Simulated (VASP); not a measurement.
# Ti2TeAs2 (I4/mmm) in VASP: notebook

The runs below take Ti2TeAs2 through relaxation of cell and atoms, with PBE.

All numbers are computed with VASP 6.6.1; they aren't measurements. Logs are shortened: lines on timing, memory, paths and dates and some standing lists are left out, and cuts for length are marked.

## 1. The crystal as given

It takes space group I4/mmm (No. 139, tetragonal). Conventional cell: a = 4.397 Å, b = 4.397 Å, c = 10.899 Å, α = 90.00°, β = 90.00°, γ = 90.00°. Ti (site symmetry -4m2) has 4 As at 2.62 Å as nearest neighbours. Te (site symmetry 4/mmm) has 8 As at 3.37 Å and 8 Ti at 3.50 Å as nearest neighbours. As (site symmetry 4mm) is surrounded by 1 As at 2.60 Å and 4 Ti at 2.62 Å.

The cell was built by a generator and needn't be a form met in nature.

## 2. Relaxation of cell and atoms, PBE

INCAR reads:

```
ALGO = Fast
EDIFF = 1E-4
EDIFFG = -0.08
ENCUT = 520
GGA = PE
IBRION = 2
ISIF = 3
ISMEAR = 0
LASPH = True
LCHARG = False
LREAL = False
LWAVE = False
NELM = 60
NSW = 24
PREC = Normal
SIGMA = 0.15
```

KPOINTS reads:

```
k-points
0
Gamma
  5 5 5
```

POSCAR reads:

```
Ti2TeAs2
1.0
   -2.1983332600      2.1983332600      5.4493884000
    2.1983332600     -2.1983332600      5.4493884000
    2.1983332600      2.1983332600     -5.4493884000
Ti Te As
2 1 2
Direct
    0.7500000000      0.2500000000      0.5000000000
    0.2500000000      0.7500000000      0.5000000000
    0.0000000000      0.0000000000      0.0000000000
    0.6191498600      0.6191498600      0.0000000000
    0.3808501400      0.3808501400      0.0000000000
```

Potentials or basis: VASP PAW PBE potentials, release 64 (Ti_sv, Te, As).

Started as:

```sh
cat potpaw_PBE.64/Ti_sv/POTCAR potpaw_PBE.64/Te/POTCAR potpaw_PBE.64/As/POTCAR > POTCAR
mpirun -np 1 vasp_std > vasp.out
```

OUTCAR:

```text
EDIFF = 1E-4
   EDIFFG = -0.08
   ENCUT = 520
   GGA = PE
   IBRION = 2
   ISIF = 3
   ISMEAR = 0
   LASPH = True
   LREAL = False
   NELM = 60
   NSW = 24
   PREC = Normal

 ion  position               nearest neighbor table
   1  0.750  0.250  0.500-   5 2.62   4 2.62   5 2.62   4 2.62
   2  0.250  0.750  0.500-   5 2.62   4 2.62   5 2.62   4 2.62
   3  0.000  0.000  0.000-
   4  0.619  0.619  0.000-   5 2.60   1 2.62   2 2.62   1 2.62   2 2.62
   5  0.381  0.381  0.000-   4 2.60   2 2.62   1 2.62   2 2.62   1 2.62

  LATTYP: Found a body centered tetragonal cell.
 ALAT       =     4.3966665200
 C/A-ratio  =     2.4788727438

  Lattice vectors:

 A1 = (  -2.1983332600,   2.1983332600,   5.4493884000)
 A2 = (   2.1983332600,  -2.1983332600,   5.4493884000)
 A3 = (   2.1983332600,   2.1983332600,  -5.4493884000)

Analysis of symmetry for initial positions (statically):
=====================================================================
 Subroutine PRICEL returns:
 Original cell was already a primitive cell.

 Routine SETGRP: Setting up the symmetry group for a
 body centered tetragonal supercell.

 Subroutine GETGRP returns: Found 16 space group operations
 (whereof 16 operations were pure point group operations)
 out of a pool of 16 trial point group operations.

The static configuration has the point symmetry D_4h.

Analysis of symmetry for dynamics (positions and initial velocities):
=====================================================================
 Subroutine PRICEL returns:
 Original cell was already a primitive cell.

 Routine SETGRP: Setting up the symmetry group for a
 body centered tetragonal supercell.

 Subroutine GETGRP returns: Found 16 space group operations
 (whereof 16 operations were pure point group operations)
 out of a pool of 16 trial point group operations.

The dynamic configuration has the point symmetry D_4h.

 Subroutine INISYM returns: Found 16 space group operations
 (whereof 16 operations are pure point group operations),
 and found     1 'primitive' translations

----------------------------------------------------------------------------------------

                                     Primitive cell

  volume of cell :     105.3404

  direct lattice vectors                    reciprocal lattice vectors
    -2.198333260  2.198333260  5.449388400     0.000000000  0.227445042  0.091753416
     2.198333260 -2.198333260  5.449388400     0.227445042  0.000000000  0.091753416
     2.198333260  2.198333260 -5.449388400     0.227445042  0.227445042  0.000000000

  length of vectors
     6.273848275  6.273848275  6.273848275     0.245254840  0.245254840  0.321655863

  position of ions in fractional coordinates (direct lattice)
     0.750000000  0.250000000  0.500000000
     0.250000000  0.750000000  0.500000000
     0.000000000  0.000000000  0.000000000
     0.619149860  0.619149860  0.000000000
     0.380850140  0.380850140  0.000000000

  ion indices of the primitive-cell ions
   primitive index   ion index
                 1           1
                 2           2
                 3           3
                 4           4
                 5           5

----------------------------------------------------------------------------------------

 KPOINTS: k-points

Automatic generation of k-mesh.
 Grid dimensions read from file:
 generate k-points for:    5    5    5

 Generating k-lattice:

  Cartesian coordinates                     Fractional coordinates (reciprocal lattice)
     0.000000000  0.045489008  0.018350683     0.200000000  0.000000000  0.000000000
     0.045489008  0.000000000  0.018350683     0.000000000  0.200000000  0.000000000
     0.045489008  0.045489008  0.000000000     0.000000000  0.000000000  0.200000000

  Length of vectors
     0.049050968  0.049050968  0.064331173

  Shift w.r.t. Gamma in fractional coordinates (k-lattice)
     0.000000000  0.000000000  0.000000000

 Subroutine IBZKPT returns following result:
 ===========================================

 Found     18 irreducible k-points:

 Following reciprocal coordinates:
            Coordinates               Weight
  0.000000  0.000000  0.000000      1.000000
  0.200000  0.000000  0.000000      8.000000
  0.400000  0.000000 -0.000000      8.000000
  0.200000  0.200000  0.000000      8.000000
  0.400000  0.200000 -0.000000     16.000000
 -0.400000  0.200000  0.000000     16.000000
[... 10 lines left out ...]
 -0.400000  0.400000  0.400000      4.000000
 -0.400000 -0.400000  0.400000      2.000000
   k-points           NKPTS =     18   k-points in BZ     NKDIM =     18   number of bands    NBANDS=     24
   number of dos      NEDOS =    301   number of ions     NIONS =      5
   total plane-waves  NPLWV =  46656
   dimension x,y,z NGX =    36 NGY =   36 NGZ =   36
   dimension x,y,z NGXF=    72 NGYF=   72 NGZF=   72
   ions per type =               2   1   2
   NGX,Y,Z   is equivalent  to a cutoff of   9.54,  9.54,  9.54 a.u.
   NGXF,Y,Z  is equivalent  to a cutoff of  19.08, 19.08, 19.08 a.u.
 SYSTEM =  unknown system
   PREC   = normal    normal or accurate (medium, high low for compatibility)
   ISTART =      0    job   : 0-new  1-cont  2-samecut
   ICHARG =      2    charge: 1-file 2-atom 10-const
   ISPIN  =      1    spin polarized calculation?
   LNONCOLLINEAR =      F non collinear calculations
   LSORBIT =      F    spin-orbit coupling
   LASPH  =      T    aspherical Exc in radial PAW
   ENCUT  =  520.0 eV  38.22 Ry    6.18 a.u.  11.67 11.67 11.67*2*pi/ulx,y,z
   NELM   =     60;   NELMIN=  2; NELMDL= -5     # of ELM steps
   EDIFF  = 0.1E-03   stopping-criterion for ELM
   LREAL  =      F    real-space projection
   EDIFFG = -.8E-01   stopping-criterion for IOM
   NSW    =     24    number of steps for IOM
   IBRION =      2    ionic relax: 0-MD 1-quasi-New 2-CG
   NFREE  =      1    steps in history (QN), initial steepest desc. (CG)
   ISIF   =      3    stress and relaxation
   ISYM   =      2    0-nonsym 1-usesym 2-fastsym
   POTIM  = 0.5000    time-step for ionic-motion
   TEBEG  =    0.0;   TEEND  =   0.0 temperature during run
   PSTRESS=    0.0 pullay stress
   NELECT =      40.0000    total number of electrons
   NUPDOWN=      -1.0000    fix difference up-down
   EMIN   =  10.00;   EMAX   =-10.00  energy-range for DOS
   EFERMI =   0.00;   METHOD = LEGACY
   ISMEAR =     0;   SIGMA  =   0.15  broadening in eV -4-tet -1-fermi 0-gaus
   EFERMI_NEDOS =   21; number of points for ismear=-14 and -15
   IALGO  =     68    algorithm
   IMIX   =      4    mixing-type and parameters
     AMIX     =   0.40;   BMIX     =  1.00
     AMIX_MAG =   1.60;   BMIX_MAG =  1.00
  volume/ion in A,a.u.               =      21.07       142.17
  Fermi-wavevector in a.u.,A,eV,Ry     =   1.185486  2.240244 19.121327  1.405378
  Thomas-Fermi vector in A             =   2.321679
   LORBIT       =      0    0 simple, 1 ext, 2 COOP (PROOUT), +10 PAW based schemes
   GGA     = PE    functional components
   LHFCALC =     F    Hartree Fock is set to
   AEXX    =    0.0000 exact exchange contribution
   IVDW    =     0    specifies the selected vdW correction
   LEPSILON=     F    determine dielectric tensor
   LRPA    =     F    only Hartree local field effects (RPA)
 conjugate gradient relaxation of ions
 non-spin polarized calculation
 RMM-DIIS sequential band-by-band and
 Gauss-broadening in eV      SIGMA  =   0.15
  energy-cutoff  :      520.00
  volume of cell :      105.34
 maximum number of plane-waves:      2865
   NGX = 23   NGY = 23   NGZ = 23

--------------------------------------- Ionic step        1  -------------------------------------------

 number of electron      39.9999994 magnetization

 Free energy of the ion-electron system (eV)
  ---------------------------------------------------
  ext. energy  EPLUGINS =         0.00000000
  ---------------------------------------------------
  free energy    TOTEN  =       -29.57524785 eV

  energy without entropy =      -29.50732209  energy(sigma->0) =      -29.54128497

------------------------ aborting loop because EDIFF is reached ----------------------------------------

  FORCE on cell =-STRESS in cart. coord.  units (eV):
  Direction    XX          YY          ZZ          XY          YZ          ZX
  --------------------------------------------------------------------------------------
  -------------------------------------------------------------------------------------
  Total        1.7780174      1.7780174     -6.7102192      0.0000000      0.0000000      0.0000000
  in kB       27.0428078     27.0428078   -102.0592743      0.0000000      0.0000000      0.0000000
  external PRESSURE =     -15.9912196 kB  Pullay stress =       0.0000000 kB
[... 297 lines left out ...]
  energy  without entropy=      -30.7061229450  energy(sigma->0) =      -30.73402663

--------------------------------------- Ionic step        9  -------------------------------------------

 number of electron      39.9999984 magnetization

 Free energy of the ion-electron system (eV)
  ---------------------------------------------------
  ext. energy  EPLUGINS =         0.00000000
  ---------------------------------------------------
  free energy    TOTEN  =       -30.76957072 eV

  energy without entropy =      -30.71606565  energy(sigma->0) =      -30.74281819

 E-fermi :   7.6879     XC(G=0): -10.7068

 val. band max:        7.6583874109   @ k =   0.2000   0.0000   0.0000
 cond. band min:       7.7407999690   @ k =  -0.4000   0.4000   0.2000
 fundamental gap:      0.0824125581
 Fermi energy:         7.6878942013

 k-point     1 :       0.0000    0.0000    0.0000
  band No.  band energies     occupation
      1     -49.7274      2.00000
      2     -49.7123      2.00000
      3     -26.1102      2.00000
      4     -26.0904      2.00000
      5     -25.9866      2.00000
      6     -25.9866      2.00000
[... 507 lines left out ...]
  FREE ENERGIE OF THE ION-ELECTRON SYSTEM (eV)
  ---------------------------------------------------
  free  energy   TOTEN  =       -30.7695707248 eV

  energy  without entropy=      -30.7160656471  energy(sigma->0) =      -30.74281819

 reached required accuracy - stopping structural energy minimisation
```

It took 8.1 min on 1 thread of Intel Xeon Platinum 8488C (Sapphire Rapids), shared host; peak memory 0.25 GiB.

Results:

```
Free energy                            : -30.7696 eV
Relaxed volume                         : 20.20 Å³/atom
Relaxed cell                           : a = 5.609 Å, b = 5.609 Å, c = 5.609 Å, α = 130.03°, β = 130.03°, γ = 73.36°
Space group after relaxing (to 0.05 Å) : I4/mmm (No. 139)
Energy gained by relaxing              : 238.9 meV/atom
Ionic steps                            : 9
Pressure after relaxing                : 0.2 GPa
Largest force after relaxing           : 0.056 eV/Å
Band gap on the k mesh                 : none (metal or under the smearing width)
```

Forces in eV/Å, atoms in the order of the input:
```
Ti   0.000  0.000  0.000
Ti   0.000  0.000  0.000
Te   0.000  0.000  0.000
As   0.000  0.000  0.056
As   0.000  0.000 -0.056
```

The path:
```tsv
step	energy change (eV)	largest force (eV/Å)	pressure (GPa)	volume (Å³)
1	0.0000	1.2160	-1.60	105.34
2	-0.5943	1.0228	0.61	101.93
3	-0.6524	0.2917	13.46	89.14
4	-1.0097	0.9099	6.04	95.71
5	-1.1552	0.1006	-2.87	104.31
6	-1.1865	0.3244	-1.10	101.59
7	-1.1863	0.3535	-0.39	101.31
8	-1.1867	0.3420	-0.32	101.42
9	-1.1943	0.0562	0.17	101.02
```

Final structure:
```
Ti Te As
1.0
    -2.36940    2.36940    4.49854
     2.36940   -2.36940    4.49854
     2.36940    2.36940   -4.49854
Ti Te As
2 1 2
Direct
  0.75000 0.25000 0.50000
  0.25000 0.75000 0.50000
  0.00000 0.00000 0.00000
  0.63938 0.63938 0.00000
  0.36062 0.36062 0.00000
```

Caveat: the k mesh is coarse (spacing up to 0.40 Å⁻¹), so the values aren't converged; the relaxation stopped at a loose force limit of 0.08 eV/Å, so its end isn't a converged minimum. The run has no spin-orbit coupling, so splittings on Te are missing.

## 3. Relaxation of cell and atoms, PBE

This run uses another cell than the first one, of the same volume but with other edges.

INCAR is that of step 2.

KPOINTS is that of step 2.

POSCAR reads:

```
Ti2TeAs2
1.0
   -2.1000000000      2.1000000000      5.9800000000
    2.1000000000     -2.1000000000      5.9800000000
    2.1000000000      2.1000000000     -5.9800000000
Ti Te As
2 1 2
Direct
    0.3600000000      0.3600000000      0.0000000000
    0.6400000000      0.6400000000      0.0000000000
    0.0000000000      0.0000000000      0.0000000000
    0.2500000000      0.7500000000      0.5000000000
    0.7500000000      0.2500000000      0.5000000000
```

Potentials or basis: VASP PAW PBE potentials, release 64 (Ti_sv, Te, As).

Started as:

```sh
cat potpaw_PBE.64/Ti_sv/POTCAR potpaw_PBE.64/Te/POTCAR potpaw_PBE.64/As/POTCAR > POTCAR
mpirun -np 1 vasp_std > vasp.out
```

Run time: 17 min. Hardware: 1 thread of Intel Xeon Platinum 8488C (Sapphire Rapids), shared host; peak memory 0.3 GiB.

Results (log left out):

```
Free energy                            : -30.5690 eV
Relaxed volume                         : 19.25 Å³/atom
Relaxed cell                           : a = 7.206 Å, b = 7.206 Å, c = 7.206 Å, α = 149.48°, β = 149.48°, γ = 43.70°
Space group after relaxing (to 0.05 Å) : I4/mmm (No. 139)
Energy gained by relaxing              : 340.6 meV/atom
Ionic steps                            : 13
Pressure after relaxing                : 0.3 GPa
Largest force after relaxing           : 0.016 eV/Å
Band gap on the k mesh                 : none (metal or under the smearing width)
```

Forces in eV/Å, atoms in the order of the input:
```
Ti   0.000  0.000 -0.016
Ti   0.000  0.000  0.016
Te   0.000  0.000  0.000
As   0.000  0.000  0.000
As   0.000  0.000  0.000
```

Stress tensor (GPa, compression positive):
```
0.31 0.00 0.00
0.00 0.31 0.00
0.00 0.00 0.19
```

The path:
| step | energy change (eV) | largest force (eV/Å) | pressure (GPa) | volume (Å³) |
| --- | --- | --- | --- | --- |
| 1 | 0.0000 | 2.6136 | 5.82 | 105.49 |
| 2 | -0.4958 | 0.6618 | -7.20 | 117.56 |
| 3 | -0.5105 | 0.9113 | -5.05 | 115.47 |
| 4 | -1.1264 | 0.7212 | -5.70 | 110.32 |
| 5 | -0.7683 | 1.9634 | 3.03 | 93.38 |
| 6 | -1.5206 | 0.2417 | -5.20 | 104.87 |
| 7 | -1.5617 | 0.4506 | -5.89 | 103.44 |
| 8 | -1.5348 | 0.2759 | 8.24 | 89.42 |
| 9 | -1.7015 | 0.1691 | -1.18 | 96.40 |
| 10 | -1.6996 | 0.0790 | 0.90 | 95.45 |
| 11 | -1.7013 | 0.1021 | 0.53 | 95.86 |
| 12 | -1.7018 | 0.1199 | 0.23 | 96.13 |
| 13 | -1.7031 | 0.0163 | 0.27 | 96.24 |

Final structure:
```cif
data_structure
_symmetry_space_group_name_H-M 'P 1'
_symmetry_Int_Tables_number 1
_cell_length_a 7.2062
_cell_length_b 7.2062
_cell_length_c 7.2062
_cell_angle_alpha 149.481
_cell_angle_beta 149.481
_cell_angle_gamma 43.704
_cell_volume 96.24
loop_
_atom_site_label
_atom_site_type_symbol
_atom_site_fract_x
_atom_site_fract_y
_atom_site_fract_z
_atom_site_occupancy
Ti1 Ti 0.38892 0.38892 0.00000 1
Ti2 Ti 0.61108 0.61108 0.00000 1
Te1 Te 0.00000 0.00000 0.00000 1
As1 As 0.25000 0.75000 0.50000 1
As2 As 0.75000 0.25000 0.50000 1
```

Levels at points of the mesh, in eV from the Fermi level:
| k point | band 18 | band 19 | band 20 | band 21 | band 22 | band 23 |
| --- | --- | --- | --- | --- | --- | --- |
| (0.00, 0.00, 0.00) | -1.81 | -1.04 | 0.31 | 0.33 | 0.52 | 0.52 |

Caveat: the k mesh is coarse (spacing up to 0.42 Å⁻¹), so the values aren't converged; the relaxation stopped at a loose force limit of 0.08 eV/Å, so its end isn't a converged minimum.
